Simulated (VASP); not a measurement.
# ZrAl3B3N (P-6m2) in VASP: settings compared

One crystal, ZrAl3B3N, is run at these levels: PBE, r2SCAN; tasks: relaxation of cell and atoms, single point.

All numbers are computed with VASP 6.6.1; they aren't measurements. Logs are shortened: lines on timing, memory, paths and dates and some standing lists are left out, and cuts for length are marked.

### Step 1. Starting point

Symmetry: P-6m2, No. 187, hexagonal system. The conventional cell has a = 3.674 Å, b = 3.674 Å, c = 8.875 Å, α = 90.00°, β = 90.00°, γ = 120.00°. Around Zr (site symmetry -6m2) lie 3 N at 2.12 Å. Al (site symmetry -6m2) has 3 B at 2.12 Å as nearest neighbours. Around Al (site symmetry 3m) lie 6 B at 2.45 to 2.74 Å and 1 Zr at 2.70 Å and 3 Al at 2.74 Å. B (site symmetry 3m) is surrounded by 1 N at 1.48 Å. B (site symmetry -6m2) is surrounded by 3 Al at 2.12 Å. Around N (site symmetry -6m2) lie 2 B at 1.48 Å.

The cell was built by a generator and needn't be a form met in nature.

### Step 2. Relaxation of cell and atoms, PBE

INCAR reads:

```
SYSTEM = ZrAl3B3N
  PREC = Accurate
  ENCUT = 520
  EDIFF = 1E-6
  ISMEAR = 0
  SIGMA = 0.1
  LREAL = .FALSE.
  LASPH = .TRUE.
  NELM = 120
  ALGO = Normal
  ISIF = 3
  LWAVE = .FALSE.
  LCHARG = .FALSE.
  GGA = PE
  IBRION = 2
  NSW = 90
  EDIFFG = -0.01
  KPAR = 4
```

KPOINTS reads:

```
Automatic mesh
0
G
  10 10 4
  0 0 0
```

POSCAR reads:

```
ZrAl3B3N
1.0
    3.6740964200      0.0000000000      0.0000000000
   -1.8370482100      3.1818608300      0.0000000000
    0.0000000000      0.0000000000      8.8750000000
Zr Al B N
1 3 3 1
Direct
    0.0000000000      0.0000000000      0.5000000000
    0.6666666700      0.3333333300      0.0000000000
    0.0000000000      0.0000000000      0.8043380300
    0.0000000000      0.0000000000      0.1956619700
    0.6666666700      0.3333333300      0.3336901400
    0.6666666700      0.3333333300      0.6663098600
    0.3333333300      0.6666666700      0.0000000000
    0.6666666700      0.3333333300      0.5000000000
```

Potentials or basis: VASP PAW PBE potentials, release 64 (Zr_sv, Al, B, N).

Command:

```
$ cat potpaw_PBE.64/Zr_sv/POTCAR potpaw_PBE.64/Al/POTCAR potpaw_PBE.64/B/POTCAR potpaw_PBE.64/N/POTCAR > POTCAR
$ mpirun -np 4 vasp_std > vasp.out
```

OUTCAR:

```text
SYSTEM = ZrAl3B3N
   PREC = Accurate
   ENCUT = 520
   EDIFF = 1E-6
   ISMEAR = 0
   LREAL = .FALSE.
   LASPH = .TRUE.
   NELM = 120
   ISIF = 3
   GGA = PE
   IBRION = 2
   NSW = 90
   EDIFFG = -0.01

 ion  position               nearest neighbor table
   1  0.000  0.000  0.500-   8 2.12   8 2.12   8 2.12   5 2.58   6 2.58   6 2.58   5 2.58   6 2.58
                             5 2.58   3 2.70   4 2.70
   2  0.667  0.333  0.000-   7 2.12   7 2.12   7 2.12   3 2.74   4 2.74   3 2.74   4 2.74   3 2.74
                             4 2.74
   3  0.000  0.000  0.804-   6 2.45   6 2.45   6 2.45   1 2.70   7 2.74   2 2.74   2 2.74   7 2.74
                             2 2.74   7 2.74
   4  0.000  0.000  0.196-   5 2.45   5 2.45   5 2.45   1 2.70   7 2.74   2 2.74   2 2.74   7 2.74
                             2 2.74   7 2.74
   5  0.667  0.333  0.334-   8 1.48   4 2.45   4 2.45   4 2.45   1 2.58   1 2.58   1 2.58
   6  0.667  0.333  0.666-   8 1.48   3 2.45   3 2.45   3 2.45   1 2.58   1 2.58   1 2.58
   7  0.333  0.667  0.000-   2 2.12   2 2.12   2 2.12   4 2.74   3 2.74   4 2.74   3 2.74   4 2.74
                             3 2.74
   8  0.667  0.333  0.500-   5 1.48   6 1.48   1 2.12   1 2.12   1 2.12

  LATTYP: Found a hexagonal cell.
 ALAT       =     3.6740964200
 C/A-ratio  =     2.4155599052

  Lattice vectors:

 A1 = (   3.6740964200,   0.0000000000,   0.0000000000)
 A2 = (  -1.8370482100,   3.1818608300,   0.0000000000)
 A3 = (   0.0000000000,   0.0000000000,   8.8750000000)

Analysis of symmetry for initial positions (statically):
=====================================================================
 Subroutine PRICEL returns:
 Original cell was already a primitive cell.

 Routine SETGRP: Setting up the symmetry group for a
 hexagonal supercell.

 Subroutine GETGRP returns: Found 12 space group operations
 (whereof 12 operations were pure point group operations)
 out of a pool of 24 trial point group operations.

The static configuration has the point symmetry D_3h.

Analysis of symmetry for dynamics (positions and initial velocities):
=====================================================================
 Subroutine PRICEL returns:
 Original cell was already a primitive cell.

 Routine SETGRP: Setting up the symmetry group for a
 hexagonal supercell.

 Subroutine GETGRP returns: Found 12 space group operations
 (whereof 12 operations were pure point group operations)
 out of a pool of 24 trial point group operations.

The dynamic configuration has the point symmetry D_3h.

 Subroutine INISYM returns: Found 12 space group operations
 (whereof 12 operations are pure point group operations),
 and found     1 'primitive' translations

----------------------------------------------------------------------------------------

                                     Primitive cell

  volume of cell :     103.7529

  direct lattice vectors                    reciprocal lattice vectors
     3.674096420  0.000000000  0.000000000     0.272175764  0.157140751  0.000000000
    -1.837048210  3.181860830  0.000000000     0.000000000  0.314281502  0.000000000
     0.000000000  0.000000000  8.875000000     0.000000000  0.000000000  0.112676056

  length of vectors
     3.674096420  3.674096415  8.875000000     0.314281501  0.314281502  0.112676056

  position of ions in fractional coordinates (direct lattice)
     0.000000000  0.000000000  0.500000000
     0.666666670  0.333333330  0.000000000
     0.000000000  0.000000000  0.804338030
     0.000000000  0.000000000  0.195661970
     0.666666670  0.333333330  0.333690140
     0.666666670  0.333333330  0.666309860
     0.333333330  0.666666670  0.000000000
     0.666666670  0.333333330  0.500000000

  ion indices of the primitive-cell ions
   primitive index   ion index
                 1           1
                 2           2
                 3           3
                 4           4
                 5           5
                 6           6
                 7           7
                 8           8

----------------------------------------------------------------------------------------

 KPOINTS: Automatic mesh

Automatic generation of k-mesh.
 Grid dimensions read from file:
 generate k-points for:   10   10    4

 Generating k-lattice:

  Cartesian coordinates                     Fractional coordinates (reciprocal lattice)
     0.027217576  0.015714075  0.000000000     0.100000000  0.000000000  0.000000000
     0.000000000  0.031428150  0.000000000     0.000000000  0.100000000  0.000000000
     0.000000000  0.000000000  0.028169014     0.000000000  0.000000000  0.250000000

  Length of vectors
     0.031428150  0.031428150  0.028169014

  Shift w.r.t. Gamma in fractional coordinates (k-lattice)
     0.000000000  0.000000000  0.000000000

 Subroutine IBZKPT returns following result:
 ===========================================

 Found     42 irreducible k-points:

 Following reciprocal coordinates:
            Coordinates               Weight
  0.000000  0.000000  0.000000      1.000000
  0.100000  0.000000  0.000000      6.000000
  0.200000  0.000000  0.000000      6.000000
  0.300000  0.000000  0.000000      6.000000
  0.400000 -0.000000  0.000000      6.000000
  0.500000  0.000000  0.000000      3.000000
[... 16 lines left out ...]
  0.300000  0.100000  0.250000     24.000000
  0.400000  0.100000  0.250000     24.000000
 [... further k-points ...]
   k-points           NKPTS =     42   k-points in BZ     NKDIM =     42   number of bands    NBANDS=     22
   number of dos      NEDOS =    301   number of ions     NIONS =      8
   total plane-waves  NPLWV =  54880
   dimension x,y,z NGX =    28 NGY =   28 NGZ =   70
   dimension x,y,z NGXF=    56 NGYF=   56 NGZF=  140
   ions per type =               1   3   3   1
   NGX,Y,Z   is equivalent  to a cutoff of  12.67, 12.67, 13.11 a.u.
   NGXF,Y,Z  is equivalent  to a cutoff of  25.34, 25.34, 26.22 a.u.
 SYSTEM =  ZrAl3B3N
   PREC   = accura    normal or accurate (medium, high low for compatibility)
   ISTART =      0    job   : 0-new  1-cont  2-samecut
   ICHARG =      2    charge: 1-file 2-atom 10-const
   ISPIN  =      1    spin polarized calculation?
   LNONCOLLINEAR =      F non collinear calculations
   LSORBIT =      F    spin-orbit coupling
   LASPH  =      T    aspherical Exc in radial PAW
   ENCUT  =  520.0 eV  38.22 Ry    6.18 a.u.   6.83  6.83 16.50*2*pi/ulx,y,z
   NELM   =    120;   NELMIN=  2; NELMDL= -5     # of ELM steps
   EDIFF  = 0.1E-05   stopping-criterion for ELM
   LREAL  =      F    real-space projection
   EDIFFG = -.1E-01   stopping-criterion for IOM
   NSW    =     90    number of steps for IOM
   IBRION =      2    ionic relax: 0-MD 1-quasi-New 2-CG
   NFREE  =      1    steps in history (QN), initial steepest desc. (CG)
   ISIF   =      3    stress and relaxation
   ISYM   =      2    0-nonsym 1-usesym 2-fastsym
   POTIM  = 0.5000    time-step for ionic-motion
   TEBEG  =    0.0;   TEEND  =   0.0 temperature during run
   PSTRESS=    0.0 pullay stress
   NELECT =      35.0000    total number of electrons
   NUPDOWN=      -1.0000    fix difference up-down
   EMIN   =  10.00;   EMAX   =-10.00  energy-range for DOS
   EFERMI =   0.00;   METHOD = LEGACY
   ISMEAR =     0;   SIGMA  =   0.10  broadening in eV -4-tet -1-fermi 0-gaus
   EFERMI_NEDOS =   21; number of points for ismear=-14 and -15
   IALGO  =     38    algorithm
   IMIX   =      4    mixing-type and parameters
     AMIX     =   0.40;   BMIX     =  1.00
     AMIX_MAG =   1.60;   BMIX_MAG =  1.00
  volume/ion in A,a.u.               =      12.97        87.52
  Fermi-wavevector in a.u.,A,eV,Ry     =   1.139631  2.153590 17.670678  1.298758
  Thomas-Fermi vector in A             =   2.276334
   LORBIT       =      0    0 simple, 1 ext, 2 COOP (PROOUT), +10 PAW based schemes
   GGA     = PE    functional components
   LHFCALC =     F    Hartree Fock is set to
   AEXX    =    0.0000 exact exchange contribution
   IVDW    =     0    specifies the selected vdW correction
   LEPSILON=     F    determine dielectric tensor
   LRPA    =     F    only Hartree local field effects (RPA)
 conjugate gradient relaxation of ions
 non-spin polarized calculation
 Gauss-broadening in eV      SIGMA  =   0.10
  energy-cutoff  :      520.00
  volume of cell :      103.75
 maximum number of plane-waves:      2812
 NGX is ok and might be reduce to    28
   NGX = 13   NGY = 13   NGZ = 33

--------------------------------------- Ionic step        1  -------------------------------------------

 number of electron      35.0000001 magnetization

 Free energy of the ion-electron system (eV)
  ---------------------------------------------------
  ext. energy  EPLUGINS =         0.00000000
  ---------------------------------------------------
  free energy    TOTEN  =       -48.10792519 eV

  energy without entropy =      -48.09757732  energy(sigma->0) =      -48.10275126

------------------------ aborting loop because EDIFF is reached ----------------------------------------

  FORCE on cell =-STRESS in cart. coord.  units (eV):
  Direction    XX          YY          ZZ          XY          YZ          ZX
  --------------------------------------------------------------------------------------
  -------------------------------------------------------------------------------------
  Total        0.1364726      0.1364726     -0.1006449      0.0000000      0.0000000      0.0000000
  in kB        2.1074434      2.1074434     -1.5541834      0.0000000      0.0000000      0.0000000
  external PRESSURE =       0.8869011 kB  Pullay stress =       0.0000000 kB
[... 321 lines left out ...]
  energy  without entropy=      -48.1096300516  energy(sigma->0) =      -48.11419257

--------------------------------------- Ionic step        9  -------------------------------------------

 number of electron      35.0000000 magnetization

 Free energy of the ion-electron system (eV)
  ---------------------------------------------------
  ext. energy  EPLUGINS =         0.00000000
  ---------------------------------------------------
  free energy    TOTEN  =       -48.11884231 eV

  energy without entropy =      -48.10971974  energy(sigma->0) =      -48.11428102

 E-fermi :   7.7695     XC(G=0): -10.6623

 val. band max:        7.7385229585   @ k =   0.3000   0.1000   0.2500
 cond. band min:       7.7837286878   @ k =   0.4000   0.1000   0.5000
 fundamental gap:      0.0452057293
 Fermi energy:         7.7694710676

 k-point     1 :       0.0000    0.0000    0.0000
  band No.  band energies     occupation
      1     -41.3812      2.00000
      2     -19.6028      2.00000
      3     -19.6028      2.00000
      4     -19.4623      2.00000
      5     -10.9623      2.00000
      6      -3.7578      2.00000
[... 574 lines left out ...]
      6      -3.2738      2.00000
[... 14 lines left out ...]
     21       9.1478      0.00000
     22       9.8762      0.00000

 [... further k-points ...]

------------------------ aborting loop because EDIFF is reached ----------------------------------------

  FORCE on cell =-STRESS in cart. coord.  units (eV):
  Direction    XX          YY          ZZ          XY          YZ          ZX
  --------------------------------------------------------------------------------------
  -------------------------------------------------------------------------------------
  Total        0.0009115      0.0009115      0.0038395      0.0000000      0.0000000     -0.0000000
  in kB        0.0140310      0.0140310      0.0590992      0.0000000      0.0000000     -0.0000000
  external PRESSURE =       0.0290538 kB  Pullay stress =       0.0000000 kB
[... 23 lines left out ...]
  FREE ENERGIE OF THE ION-ELECTRON SYSTEM (eV)
  ---------------------------------------------------
  free  energy   TOTEN  =       -48.1188423094 eV

  energy  without entropy=      -48.1097197362  energy(sigma->0) =      -48.11428102

 reached required accuracy - stopping structural energy minimisation
```

Wall time 2.4 min (4 MPI ranks of Intel Xeon Platinum 8259CL at 2.50GHz (Skylake/Cascade Lake), shared host); peak memory 0.3 GiB.

Results:

| Item | Value |
| --- | --- |
| Free energy | -48.1188 eV |
| Relaxed volume | 13.01 Å³/atom |
| Relaxed cell | a = 3.669 Å, b = 3.669 Å, c = 8.928 Å, α = 90.00°, β = 90.00°, γ = 120.00° |
| Space group after relaxing (to 0.05 Å) | P-6m2 (No. 187) |
| Energy gained by relaxing | 1.4 meV/atom |
| Ionic steps | 9 |
| Pressure after relaxing | 0.0 GPa |
| Band gap on the k mesh | none (metal or under the smearing width) |

Step by step:
```
step  energy change (eV)  largest force (eV/Å)  pressure (GPa)  volume (Å³)
   1              0.0000                0.3136            0.09       103.75
   2             -0.0068                0.1124           -0.11       103.86
   3             -0.0072                0.0602           -0.17       103.89
   4             -0.0095                0.0631            0.15       103.71
   5             -0.0098                0.0655            0.33       103.60
   6             -0.0107                0.0490           -0.02       104.01
   7             -0.0108                0.0451           -0.10       104.10
   8             -0.0108                0.0377            0.08       104.08
   9             -0.0109                0.0019            0.00       104.09
```

Final structure:
```
Zr Al B N
1.0
     3.66913    0.00000    0.00000
    -1.83456    3.17756    0.00000
     0.00000    0.00000    8.92777
Zr Al B N
1 3 3 1
Direct
  0.00000 0.00000 0.50000
  0.66667 0.33333 0.00000
  0.00000 0.00000 0.80025
  0.00000 0.00000 0.19975
  0.66667 0.33333 0.33400
  0.66667 0.33333 0.66600
  0.33333 0.66667 0.00000
  0.66667 0.33333 0.50000
```

### Step 3. Relaxation of cell and atoms, PBE

This run uses another cell than the first one, of 13.01 Å³/atom, 1.003 times its volume.

Changes to INCAR since step 2:

```diff
@@ -3,3 +3,3 @@
   ENCUT = 520
-  EDIFF = 1E-6
+  EDIFF = 1E-7
   ISMEAR = 0
@@ -15,4 +15,5 @@
   IBRION = 2
-  NSW = 90
-  EDIFFG = -0.01
+  NSW = 60
+  EDIFFG = -0.005
+  POTIM = 0.3
   KPAR = 4
```

KPOINTS is that of step 2.

POSCAR reads:

```
ZrAl3B3N                                
1.0
    3.6691281877     -0.0000000000      0.0000000000
   -1.8345640939      3.1775582147     -0.0000000000
   -0.0000000000      0.0000000000      8.9277723983
  Zr              Al              B               N             
     1     3     3     1
Direct
     0.0000000000000000    0.0000000000000000    0.5000000000000000
     0.6666666699999979    0.3333333300000021    0.0000000000000000
     1.0000000000000000    0.0000000000000000    0.8002523868877500
     0.0000000000000000    0.0000000000000000    0.1997476131122500
     0.6666666699999979    0.3333333300000021    0.3339966364513882
     0.6666666699999979    0.3333333300000021    0.6660033635486119
     0.3333333300000021    0.6666666699999979    0.0000000000000000
     0.6666666699999979    0.3333333300000021    0.5000000000000000
```

Potentials or basis: VASP PAW PBE potentials, release 64 (Zr_sv, Al, B, N).

Command:

```
$ cat potpaw_PBE.64/Zr_sv/POTCAR potpaw_PBE.64/Al/POTCAR potpaw_PBE.64/B/POTCAR potpaw_PBE.64/N/POTCAR > POTCAR
$ mpirun -np 4 vasp_std > vasp.out
```

It took 37 s on 4 MPI ranks of Intel Xeon Platinum 8259CL at 2.50GHz (Skylake/Cascade Lake), shared host; peak memory 0.29 GiB.

Results (log left out):

```yaml
Free_energy: -48.1190 eV
Pressure_after_relaxing: 0.0 GPa
Band_gap_on_the_k_mesh: none (metal or under the smearing width)
```

Final structure:
```
Zr Al B N
1.0
     3.66913    0.00000    0.00000
    -1.83456    3.17756    0.00000
     0.00000    0.00000    8.92777
Zr Al B N
1 3 3 1
Cartesian
  0.0000 0.0000 4.4639
  1.8346 1.0592 0.0000
  0.0000 0.0000 7.1445
  0.0000 0.0000 1.7833
  1.8346 1.0592 2.9818
  1.8346 1.0592 5.9459
  0.0000 2.1184 0.0000
  1.8346 1.0592 4.4639
```

Levels at points of the mesh, in eV from the Fermi level:
```tsv
k point	band 14	band 15	band 16	band 17	band 18	band 19	band 20	band 21
(0.00, 0.00, 0.00)	-1.11	-0.79	-0.79	0.30	1.45	1.45	1.56	2.98
(0.50, 0.00, 0.00)	-3.59	-2.71	-2.51	-1.39	0.02	0.61	0.93	1.03
(0.00, 0.00, 0.50)	-1.17	-0.76	-0.76	1.26	1.92	1.92	2.38	2.54
(0.50, 0.00, 0.50)	-3.68	-3.04	-1.96	-1.37	-0.35	-0.05	0.35	0.52
```

Caveat: the relaxation stopped at its first step, so nothing moved.

### Step 4. Single point, r2SCAN

This run uses another cell than the first one, of 13.01 Å³/atom, 1.003 times its volume.

INCAR reads:

```
ALGO = Normal
EDIFF = 1E-6
ENCUT = 520
ISIF = 2
ISMEAR = 0
KPAR = 4
LASPH = True
LCHARG = False
LMIXTAU = True
LREAL = False
LWAVE = False
METAGGA = R2SCAN
NELM = 150
PREC = Accurate
SIGMA = 0.1
```

KPOINTS reads:

```
k-points
0
Gamma
  10 10 4
```

POSCAR reads:

```
ZrAl3B3N                                
1.0
    3.6691281877      0.0000000000      0.0000000000
   -1.8345640939      3.1775582147      0.0000000000
    0.0000000000      0.0000000000      8.9277723983
  Zr              Al              B               N             
     1     3     3     1
Direct
     0.0000000000000000    0.0000000000000000    0.5000000000000000
     0.6666666699999979    0.3333333300000021    0.0000000000000000
     0.0000000000000000    0.0000000000000000    0.8002523868877489
     0.0000000000000000    0.0000000000000000    0.1997476131122511
     0.6666666699999979    0.3333333300000021    0.3339966364513884
     0.6666666699999979    0.3333333300000021    0.6660033635486116
     0.3333333300000021    0.6666666699999979    0.0000000000000000
     0.6666666699999979    0.3333333300000021    0.5000000000000000
```

Command:

```
$ cat potpaw_PBE.64/Zr_sv/POTCAR potpaw_PBE.64/Al/POTCAR potpaw_PBE.64/B/POTCAR potpaw_PBE.64/N/POTCAR > POTCAR
$ mpirun -np 4 vasp_std > vasp.out
```

Run time: 3.3 min. Hardware: 4 MPI ranks of Intel Xeon Platinum 8259CL at 2.50GHz (Skylake/Cascade Lake), shared host; peak memory 0.31 GiB.

It converged, with:

```yaml
Free_energy: -74.3508 eV
Pressure: -1.4 GPa
Largest_force: 0.070 eV/Å
Band_gap_on_the_k_mesh: none (metal or under the smearing width)
```

Forces on the atoms (eV/Å):
```
Zr   0.000  0.000  0.000
Al   0.000  0.000  0.000
Al   0.000  0.000 -0.060
Al   0.000  0.000  0.060
B    0.000  0.000 -0.070
B    0.000  0.000  0.070
B    0.000  0.000  0.000
N    0.000  0.000  0.000
```

Stress tensor (GPa, compression positive):
```
-1.64  0.00  0.00
 0.00 -1.64  0.00
 0.00  0.00 -0.94
```

Levels at points of the mesh, in eV from the Fermi level:
```csv
k point,band 15,band 16,band 17,band 18,band 19,band 20
"(0.00, 0.00, 0.00)",-0.93,-0.93,0.24,1.48,1.48,1.77
"(0.50, 0.00, 0.00)",-2.98,-2.66,-1.52,0.10,0.61,1.04
"(0.00, 0.00, 0.50)",-0.89,-0.89,1.35,1.99,1.99,2.57
"(0.50, 0.00, 0.50)",-3.30,-2.11,-1.54,-0.42,0.04,0.32
```

Caveat: the PAW data sets were made with another functional, which shifts forces and pressure a little.
